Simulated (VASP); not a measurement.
Consider the following.

```xyz
6
Lattice="3.3451 0.0000 0.0000 0.0000 4.3712 0.0000 0.0000 0.0000 5.3358" Properties=species:S:1:pos:R:3 pbc="T T T"
Fe     0.0000     0.0000     0.0000
Fe     1.6726     2.1856     2.6679
S      0.0000     0.9020     1.9995
S      1.6726     3.0876     0.6684
S      1.6726     1.2836     4.6674
S      0.0000     3.4692     3.3362
```

Method: PBEsol GGA, VASP's PBE PAW potentials (set 64) (plane waves; VASP). Settings: 400 eV cut-off, 7×6×5 Γ-centred mesh, tetrahedra with Blöchl corrections, potentials Fe S.

Q: Predict the energy per atom (σ→0).

A: 
```
Quantity                        Value
---------------------  --------------
energy per atom (σ→0)  -6.594 eV/atom
```

The absolute energy has meaning only against runs of the same code, potentials and settings.

The compound is FeS2 in the marcasite structure. It was relaxed first. The run is not spin-polarised, so no magnetic state was tried.
